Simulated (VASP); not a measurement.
# Mo (Im-3m) in VASP: a series of runs, part 2 of 2

VASP 6.6.1.

## (5) Relaxation of the atoms, PBE (a relaxed cell with its volume scaled by 0.96)

The input, INCAR:

```
PREC     = Accurate       # precision mode
ENCUT    = 300            # plane-wave cutoff, eV
EDIFF    = 1E-7           # SCF threshold, eV
ISMEAR   = 1              # smearing method
SIGMA    = 0.1            # smearing width, eV
LREAL    = F              # projectors in reciprocal space
LASPH    = T              # aspherical terms in the spheres
NELM     = 80             # most SCF steps
ALGO     = Normal         # electronic algorithm
ISIF     = 2              # what is computed and relaxed
LWAVE    = F              # write WAVECAR
LCHARG   = F              # write CHGCAR
GGA      = PE             # functional
IBRION   = 2              # ionic algorithm
NSW      = 40             # ionic steps
EDIFFG   = -0.01          # ionic threshold
```

The input, KPOINTS:

```
Automatic mesh
0
Gamma
  8 8 8
```

The input, POSCAR:

```
Mo                                      
1.0
   -1.5536010471      1.5536010471      1.5536010471
    1.5536010471     -1.5536010471      1.5536010471
    1.5536010471      1.5536010471     -1.5536010471
  Mo            
     1
Direct
     0.0000000000000000    0.0000000000000000    0.0000000000000000
```

Potentials or basis: VASP PAW PBE potentials, release 64 (Mo).

The run is started by

```sh
cat potpaw_PBE.64/Mo/POTCAR > POTCAR
mpirun -np 1 vasp_std > vasp.out
```

OUTCAR:

```text
PREC = Accurate
   ENCUT = 300
   EDIFF = 1E-7
   ISMEAR = 1
   LREAL = F
   LASPH = T
   NELM = 80
   ISIF = 2
   GGA = PE
   IBRION = 2
   NSW = 40
   EDIFFG = -0.01

 ion  position               nearest neighbor table
   1  0.000  0.000  0.000-

  LATTYP: Found a body centered cubic cell.
 ALAT       =     3.1072020942

  Lattice vectors:

 A1 = (  -1.5536010471,   1.5536010471,   1.5536010471)
 A2 = (   1.5536010471,  -1.5536010471,   1.5536010471)
 A3 = (   1.5536010471,   1.5536010471,  -1.5536010471)

Analysis of symmetry for initial positions (statically):
=====================================================================
 Subroutine PRICEL returns:
 Original cell was already a primitive cell.

 Routine SETGRP: Setting up the symmetry group for a
 body centered cubic supercell.

 Subroutine GETGRP returns: Found 48 space group operations
 (whereof 48 operations were pure point group operations)
 out of a pool of 48 trial point group operations.

The static configuration has the point symmetry O_h .

Analysis of symmetry for dynamics (positions and initial velocities):
=====================================================================
[... 155 lines left out ...]

  energy without entropy =      -10.89779053  energy(sigma->0) =      -10.89847240

 E-fermi :   7.1375     XC(G=0): -13.3123

 val. band max:        7.1286358872   @ k =  -0.2500   0.2500   0.1250
 cond. band min:       7.3457412953   @ k =  -0.1250   0.1250   0.1250
 fundamental gap:      0.2171054080
 Fermi energy:         7.1374709720

 k-point     1 :       0.0000    0.0000    0.0000
  band No.  band energies     occupation
      1      -0.0747      2.00000
      2       5.8041      2.00000
      3       5.8041      2.00000
      4       5.8041      2.00000
      5       8.9719     -0.00000
      6       8.9719     -0.00000
      7      23.8599      0.00000
[... 221 lines left out ...]
 k-point    24 :      -0.3750    0.3750    0.2500
  band No.  band energies     occupation
      1       3.1244      2.00000
      2       3.7277      2.00000
      3       6.6206      2.00000
      4       7.5149     -0.00000
      5      10.3243      0.00000
      6      12.6353      0.00000
      7      21.9155      0.00000

 [... further k-points ...]
[... 5 lines left out ...]
  --------------------------------------------------------------------------------------
  -------------------------------------------------------------------------------------
  Total        1.1297361      1.1297361      1.1297361     -0.0000000      0.0000000     -0.0000000
  in kB      120.6727117    120.6727117    120.6727117     -0.0000000      0.0000000     -0.0000000
  external PRESSURE =     120.6727117 kB  Pullay stress =       0.0000000 kB

 VOLUME and BASIS-vectors are now :
 -----------------------------------------------------------------------------
  energy-cutoff  :      300.00
  volume of cell :       15.00
      direct lattice vectors                 reciprocal lattice vectors
    -1.553601047  1.553601047  1.553601047     0.000000000  0.321832945  0.321832945
     1.553601047 -1.553601047  1.553601047     0.321832945  0.000000000  0.321832945
     1.553601047  1.553601047 -1.553601047     0.321832945  0.321832945  0.000000000

 POSITION                                       TOTAL-FORCE (eV/Angst)
 -----------------------------------------------------------------------------------
      0.00000      0.00000      0.00000         0.000000      0.000000     -0.000000
 -----------------------------------------------------------------------------------
    total drift:                                0.000000      0.000000      0.000000

  FREE ENERGIE OF THE ION-ELECTRON SYSTEM (eV)
  ---------------------------------------------------
  free  energy   TOTEN  =       -10.8988133410 eV

  energy  without entropy=      -10.8977905286  energy(sigma->0) =      -10.89847240

 reached required accuracy - stopping structural energy minimisation
```

CONTCAR:

```text
Mo
   1.00000000000000
    -1.5536010470999999    1.5536010470999999    1.5536010470999999
     1.5536010470999999   -1.5536010470999999    1.5536010470999999
     1.5536010470999999    1.5536010470999999   -1.5536010470999999
  Mo
     1
Direct
     0.0000000000000000    0.0000000000000000    0.0000000000000000

  0.00000000E+00  0.00000000E+00  0.00000000E+00
```

It took 3.6 s on 1 thread of Intel Xeon Platinum 8488C (Sapphire Rapids), shared host; peak memory 0.11 GiB.

What came out:

| Quantity | Value |
| --- | --- |
| Free energy | -10.8988 eV |
| Pressure after relaxing | 12.1 GPa |
| Band gap on the k mesh | none (metal or under the smearing width) |

Final structure:
```yaml
crystal:
  lattice:
    - [-1.55360, 1.55360, 1.55360]
    - [1.55360, -1.55360, 1.55360]
    - [1.55360, 1.55360, -1.55360]
  atoms:
    - { symbol: Mo, position: [0.00000, 0.00000, 0.00000] }
```

Caveat: the relaxation stopped at its first step, so nothing moved.

## (6) Relaxation of the atoms, PBE (a relaxed cell with its volume scaled by 0.98)

INCAR is that of step 5.

KPOINTS is that of step 5.

The input, POSCAR:

```
Mo                                      
1.0
   -1.5643158757      1.5643158757      1.5643158757
    1.5643158757     -1.5643158757      1.5643158757
    1.5643158757      1.5643158757     -1.5643158757
  Mo            
     1
Direct
     0.0000000000000000    0.0000000000000000    0.0000000000000000
```

Potentials or basis: VASP PAW PBE potentials, release 64 (Mo).

The run is started by

```sh
cat potpaw_PBE.64/Mo/POTCAR > POTCAR
mpirun -np 1 vasp_std > vasp.out
```

It took 4.2 s on 1 thread of Intel Xeon Platinum 8488C (Sapphire Rapids), shared host; peak memory 0.1 GiB.

Results (log left out):

```yaml
Free_energy: -10.9171 eV
Pressure_after_relaxing: 5.8 GPa
Band_gap_on_the_k_mesh: none (metal or under the smearing width)
```

Final structure:
```
Mo
1.0
    -1.56432    1.56432    1.56432
     1.56432   -1.56432    1.56432
     1.56432    1.56432   -1.56432
Mo
1
Direct
  0.00000 0.00000 0.00000
```

Levels at points of the mesh, in eV from the Fermi level:
| k point | band 1 | band 2 | band 3 | band 4 | band 5 | band 6 |
| --- | --- | --- | --- | --- | --- | --- |
| (0.00, 0.00, 0.00) | -7.14 | -1.29 | -1.29 | -1.29 | 1.79 | 1.79 |
| (0.50, 0.00, 0.00) | -5.30 | -3.37 | 1.83 | 1.86 | 2.47 | 4.95 |
| (0.50, 0.50, 0.50) | -5.45 | -5.45 | 4.17 | 4.17 | 4.17 | 9.73 |

Caveat: the relaxation stopped at its first step, so nothing moved.

## (7) Summary

```tsv
task	cell	gap on the mesh (eV)	pressure (GPa)
relaxation of cell and atoms	relaxed	none	0.0
relaxation of the atoms	atoms relaxed from: a relaxed cell with its volume scaled by 0.94	none	18.9
relaxation of the atoms	atoms relaxed from: a relaxed cell with its volume scaled by 0.96	none	12.1
relaxation of the atoms	atoms relaxed from: a relaxed cell with its volume scaled by 0.98	none	5.8
```

Alike in all rows: level PBE; potentials or basis VASP PAW PBE potentials, release 64 (Mo); no spin polarisation; k mesh 8 × 8 × 8; cutoff (eV) 300; smearing methfessel-paxton 0.1 eV.

Caveats: the relaxation stopped at its first step, so nothing moved.

Absolute energies hang on the potentials; compare differences alone.
